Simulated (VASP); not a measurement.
The system is BN.

```xyz
4
Lattice="2.4982 0.0000 0.0000 -1.2491 2.1635 0.0000 0.0000 0.0000 6.6357" Properties=species:S:1:pos:R:3 pbc="T T T"
B     0.0000    1.4424    1.6589
B     1.2491    0.7212    4.9768
N     0.0000    1.4424    4.9768
N     1.2491    0.7212    1.6589
```

| Quantity | Value |
| --- | --- |
| Program | VASP 6.6.1 |
| Task | relaxation of cell and atoms |
| Functional | PBE |
| Dispersion | D3(BJ) |
| Potentials or basis | VASP PAW PBE potentials, release 64 (B, N) |
| Cutoff | 520 eV |
| k mesh | 3 × 3 × 1 |
| Occupations | gaussian, width 0.02 eV |
| Spin | no spin polarisation |

At the start: pressure 3.0 GPa; volume 8.97 Å³/atom.

How do energy, volume and symmetry change on relaxing?

Over 7 steps the energy falls by 4.2 meV/atom and the volume is 9.61 Å³/atom (+7.2 %); space group P6_3/mmc (No. 194, to 0.05 Å).

The path:
```tsv
step	energy change (eV)	largest force (eV/Å)	pressure (GPa)	volume (Å³)
1	0.0000	0.0000	2.98	35.87
2	0.0042	0.0000	-3.65	36.74
3	-0.0033	0.0000	0.26	36.21
4	-0.0056	0.0000	0.23	36.40
5	-0.0111	0.0000	0.16	36.98
6	-0.0164	0.0000	0.05	38.13
7	-0.0167	0.0000	0.01	38.45
```

Final structure:
```xyz
4
Lattice="2.5061 0.0000 0.0000 -1.2531 2.1704 0.0000 0.0000 0.0000 7.0689" Properties=species:S:1:pos:R:3 pbc="T T T"
B     0.0000    1.4469    1.7672
B     1.2531    0.7235    5.3017
N     0.0000    1.4469    5.3017
N     1.2531    0.7235    1.7672
```

Caveat: the k mesh is coarse (spacing up to 0.97 Å⁻¹), so the values aren't converged.
